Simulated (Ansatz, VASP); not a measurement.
# CsLiCr2Te2S3 in VASP and in Ansatz

```xyz
9
Lattice="7.4326 -2.1456 0.0181 7.4326 2.1456 0.0181 -2.5828 0.0000 7.4238" Properties=species:S:1:pos:R:3 pbc="T T T"
Cs    7.4326    0.0000    0.0181
Li   -1.2914    0.0000    3.7119
Cr    3.7678    0.0000    3.2264
Cr    8.5145    0.0000    4.2336
Te   11.5419    0.0000    1.3229
Te    0.7404    0.0000    6.1370
S     1.4059    0.0000    2.9541
S    10.8764    0.0000    4.5058
S     6.1411    0.0000    3.7300
```

Change from the starting cell: volume scaled by 1.06.

Alike in both runs: task single point; functional PBE; k mesh 7 × 7 × 4; occupations fermi-dirac, width 0.05 eV; collinear spin, ferromagnetic start.

|  | VASP | Ansatz |
| --- | --- | --- |
| version | VASP 6.6.1 | Ansatz 0.2.0 |
| potentials or method | VASP PAW PBE potentials, release 64 (Cs_sv, Li_sv, Cr_pv, Te, S) | Ansatz PAW |
| plane-wave cutoff (eV) | 520 | 420 |
| valence electrons in the cell | 66 | 90 |

VASP gave:

```
gap on the k mesh at the Fermi level (eV)                     : none
rms of the force components (eV/Å)                            : 0.113
net moment per atom (μB)                                      : 0.59
size of the moment on the site where the two differ most (μB) : 2.95
```

Q: Estimate Ansatz's values.

A: gap on the k mesh at the Fermi level (eV): none; rms of the force components (eV/Å): 0.115; net moment per atom (μB): 0.59; size of the moment on the site where the two differ most (μB): 2.72.

Site moments also hang on the region over which each program counts them. Atom by atom the forces differ by 0.004 eV/Å (rms over components). A gap of «none» marks a metal or a gap that the smearing closes. With one functional, cell and mesh, what is left measures potentials, basis and numerics. The two sets of potentials don't hold the same shells in valence.

Caveats: only a ferromagnetic start was run, and an antiferromagnetic order may lie lower in energy. The runs have no spin-orbit coupling, so splittings on Cs, Te are missing.
